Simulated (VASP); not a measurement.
Input:

```
CELL_PARAMETERS angstrom
      5.33006    -1.65377     0.00000
      5.33006     1.65377     0.00000
     -2.14888     0.00000     4.29322
ATOMIC_POSITIONS crystal
  Li 0.36670 0.36670 0.61646
  Li 0.63330 0.63330 0.38354
  Mg 0.11540 0.11540 0.86455
  Mg 0.88460 0.88460 0.13545
```

These are LDA (Ceperley-Alder, Perdew-Zunger), VASP's LDA PAW potentials (set 64) (plane waves; VASP) values and carry that method's errors. Numerical set-up: 400 eV cut-off, 7×7×5 Γ-centred mesh, Fermi-Dirac smearing of 0.050 eV, potentials Li_sv Mg.

Question: Give the energies of bands 3 to 8 at the high-symmetry points, in eV from the Fermi level.

Answer: 
```json
[
 {"band": "3", "Γ": "-5.79", "C": "-2.53", "Y2": "-4.41", "M2": "-4.63", "D": "-1.45", "A": "-4.64", "V2": "-2.81"},
 {"band": "4", "Γ": "-0.70", "C": "-1.93", "Y2": "-4.28", "M2": "-3.34", "D": "-1.44", "A": "-3.36", "V2": "-1.95"},
 {"band": "5", "Γ": "0.73", "C": "-1.45", "Y2": "-0.76", "M2": "-0.99", "D": "-0.74", "A": "-0.96", "V2": "0.18"},
 {"band": "6", "Γ": "0.82", "C": "1.72", "Y2": "1.52", "M2": "-0.78", "D": "-0.73", "A": "-0.76", "V2": "0.55"},
 {"band": "7", "Γ": "0.85", "C": "2.35", "Y2": "4.98", "M2": "4.35", "D": "1.92", "A": "4.31", "V2": "2.69"},
 {"band": "8", "Γ": "2.57", "C": "3.33", "Y2": "5.05", "M2": "5.56", "D": "1.93", "A": "5.51", "V2": "3.01"}
]
```

It has no gap at this level: it comes out as a metal or semimetal.

The structure comes from a computed database's LiMg entry; how it stands against other phases isn't given here. The cell was not relaxed at this level.
